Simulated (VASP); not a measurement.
Output of a VASP run:

**OUTCAR**
```
 ion  position               nearest neighbor table
   1  0.500  0.500  0.500-   2 2.62   2 2.62   2 2.62   2 2.62   2 2.62   2 2.62   2 2.62   2 2.62
  LATTYP: Found a simple cubic cell.
 ALAT       =     3.0229370000
 Subroutine PRICEL returns:
 Original cell was already a primitive cell.
 Subroutine GETGRP returns: Found 48 space group operations
The static configuration has the point symmetry O_h .
The dynamic configuration has the point symmetry O_h .
 Subroutine INISYM returns: Found 48 space group operations
 Subroutine IBZKPT returns following result:
 Found    120 irreducible k-points:

 Following reciprocal coordinates:
            Coordinates               Weight
  0.000000  0.000000  0.000000      1.000000
  0.071429  0.000000  0.000000      6.000000
  0.142857  0.000000  0.000000      6.000000
  0.214286  0.000000  0.000000      6.000000
  0.285714  0.000000  0.000000      6.000000
  0.357143  0.000000  0.000000      6.000000
  0.428571  0.000000  0.000000      6.000000
  0.500000  0.000000  0.000000      3.000000
  0.071429  0.071429  0.000000     12.000000
  0.142857  0.071429  0.000000     24.000000
  0.214286  0.071429  0.000000     24.000000
  0.285714  0.071429  0.000000     24.000000
  0.357143  0.071429  0.000000     24.000000
  0.428571  0.071429  0.000000     24.000000
  0.500000  0.071429  0.000000     12.000000
  0.142857  0.142857  0.000000     12.000000
  0.214286  0.142857  0.000000     24.000000
  0.285714  0.142857  0.000000     24.000000
  0.357143  0.142857  0.000000     24.000000
  0.428571  0.142857  0.000000     24.000000
  0.500000  0.142857  0.000000     12.000000
  0.214286  0.214286  0.000000     12.000000
  0.285714  0.214286  0.000000     24.000000
  0.357143  0.214286  0.000000     24.000000
  0.428571  0.214286  0.000000     24.000000
  0.500000  0.214286  0.000000     12.000000
  0.285714  0.285714  0.000000     12.000000
  0.357143  0.285714  0.000000     24.000000
  0.428571  0.285714  0.000000     24.000000
  0.500000  0.285714  0.000000     12.000000
  0.357143  0.357143  0.000000     12.000000
  0.428571  0.357143  0.000000     24.000000
  0.500000  0.357143  0.000000     12.000000
  0.428571  0.428571  0.000000     12.000000
  0.500000  0.428571  0.000000     12.000000
  0.500000  0.500000  0.000000      3.000000
  0.071429  0.071429  0.071429      8.000000
  0.142857  0.071429  0.071429     24.000000
  0.214286  0.071429  0.071429     24.000000
  0.285714  0.071429  0.071429     24.000000
   k-points           NKPTS =    120   k-points in BZ     NKDIM =    120   number of bands    NBANDS=     14
   number of dos      NEDOS =    301   number of ions     NIONS =      2
   total plane-waves  NPLWV =   5832
   dimension x,y,z NGX =    18 NGY =   18 NGZ =   18
   dimension x,y,z NGXF=    36 NGYF=   36 NGZF=   36
   ions per type =               1   1
   PREC   = accura    normal or accurate (medium, high low for compatibility)
   ISTART =      0    job   : 0-new  1-cont  2-samecut
   ICHARG =      2    charge: 1-file 2-atom 10-const
   ISPIN  =      1    spin polarized calculation?
   LNONCOLLINEAR =      F non collinear calculations
   LSORBIT =      F    spin-orbit coupling
   INIWAV =      1    electr: 0-lowe 1-rand  2-diag
   ENCUT  =  300.0 eV  22.05 Ry    4.70 a.u.   4.27  4.27  4.27*2*pi/ulx,y,z
   NELM   =    100;   NELMIN=  2; NELMDL= -5     # of ELM steps
   EDIFF  = 0.1E-05   stopping-criterion for ELM
   LREAL  =      F    real-space projection
   NLSPLINE    = F    spline interpolate recip. space projectors
   LMAXMIX     =    6 max onsite mixed and CHGCAR
   VOSKOWN=      0    Vosko Wilk Nusair interpolation
   EDIFFG = 0.1E-04   stopping-criterion for IOM
   NSW    =      0    number of steps for IOM
   NBLOCK =      1;   KBLOCK =      1    inner block; outer block
   IBRION =     -1    ionic relax: 0-MD 1-quasi-New 2-CG
   NFREE  =      0    steps in history (QN), initial steepest desc. (CG)
...
```

File OSZICAR:
```
       N       E                     dE             d eps       ncg     rms          rms(c)
DAV:   1     0.124404741071E+03    0.12440E+03   -0.79903E+03  3542   0.116E+03
DAV:   2    -0.100205914091E+02   -0.13443E+03   -0.13069E+03  3680   0.353E+02
DAV:   3    -0.236607715065E+02   -0.13640E+02   -0.13503E+02  6194   0.101E+02
DAV:   4    -0.240360677818E+02   -0.37530E+00   -0.37521E+00  3674   0.143E+01
DAV:   5    -0.240487276485E+02   -0.12660E-01   -0.12658E-01  5024   0.202E+00    0.186E+01
DAV:   6    -0.226038605610E+02    0.14449E+01   -0.10742E+01  4822   0.371E+01    0.113E+01
DAV:   7    -0.221924763112E+02    0.41138E+00   -0.59622E+00  5142   0.184E+01    0.482E+00
DAV:   8    -0.219688186528E+02    0.22366E+00   -0.12778E+00  4668   0.120E+01    0.133E+00
DAV:   9    -0.219642745412E+02    0.45441E-02   -0.57498E-02  4298   0.325E+00    0.232E-01
DAV:  10    -0.219645800660E+02   -0.30552E-03   -0.17761E-03  4188   0.417E-01    0.106E-01
DAV:  11    -0.219645578298E+02    0.22236E-04   -0.15740E-04  4416   0.158E-01    0.354E-02
DAV:  12    -0.219645396212E+02    0.18209E-04   -0.55850E-05  4776   0.581E-02    0.654E-03
DAV:  13    -0.219645397352E+02   -0.11402E-06   -0.74795E-07  1916   0.846E-03
   1 F= -.21964540E+02 E0= -.21963401E+02  d E =-.227705E-02
```

File OUTCAR:
```
------------------------ aborting loop because EDIFF is reached ----------------------------------------
  FORCE on cell =-STRESS in cart. coord.  units (eV):
  Direction    XX          YY          ZZ          XY          YZ          ZX
  --------------------------------------------------------------------------------------
  Total        1.8254170      1.8254170      1.8254170     -0.0000000     -0.0000000     -0.0000000
  in kB      105.8730415    105.8730415    105.8730415     -0.0000000     -0.0000000     -0.0000000
  external PRESSURE =     105.8730415 kB  Pullay stress =       0.0000000 kB
  volume of cell :       27.62
      direct lattice vectors                 reciprocal lattice vectors
     3.022937000  0.000000000  0.000000000     0.330804115  0.000000000  0.000000000
     0.000000000  3.022937000  0.000000000     0.000000000  0.330804115  0.000000000
     0.000000000  0.000000000  3.022937000     0.000000000  0.000000000  0.330804115
 POSITION                                       TOTAL-FORCE (eV/Angst)
 -----------------------------------------------------------------------------------
      1.51147      1.51147      1.51147         0.000000      0.000000      0.000000
      0.00000      0.00000      0.00000         0.000000      0.000000      0.000000
 -----------------------------------------------------------------------------------
    total drift:                                0.000000     -0.000000     -0.000000
  FREE ENERGIE OF THE ION-ELECTRON SYSTEM (eV)
  ---------------------------------------------------
  free  energy   TOTEN  =       -21.9645397352 eV

  energy  without entropy=      -21.9622626838  energy(sigma->0) =      -21.96340121
```
(Selected blocks of OUTCAR.)

**POSCAR**
```
TiOs
1
    3.0229370000     0.0000000000     0.0000000000
    0.0000000000     3.0229370000     0.0000000000
    0.0000000000     0.0000000000     3.0229370000
Ti Os
1 1
Direct
  0.5000000000   0.5000000000   0.5000000000
  0.0000000000   0.0000000000   0.0000000000
```

Task: Reconstruct the remaining input files.

Result: Several could match; the one computed here: the input of the run itself, PBEsol GGA, plane waves, VASP's PBE PAW potentials (set 64).

### INCAR
```
! general
SYSTEM =TiOs
PREC   =Accurate
ENCUT  =300   ! plane-wave cut-off (eV)
LREAL  =F   ! projection in real space or not
LASPH  =T   ! aspherical one-centre terms

! electronic loop
EDIFF  =1E-6   ! SCF stop (eV)
NELM   =100   ! most electronic steps
ALGO   =Normal
LMAXMIX=6

! smearing
ISMEAR =0
SIGMA  =0.1

! functional
GGA    =PS

! ions
ISIF   =2   ! forces and stress, cell fixed

! output
LWAVE  =F
LCHARG =F
```

### KPOINTS
```
Automatic mesh
0
gamma
14 14 14
0 0 0
```

POTCAR, in this order: Ti_sv Os (PBE.64 set). Program: vasp_std.

At this cut-off the stress carries a Pulay error, which pulls relaxed volumes low.

The structure comes from a computed database's TiOs entry (Pm-3m); how it stands against other phases isn't given here. The cell was not relaxed at this level, and its volume differs by -5.9 % from the start's.
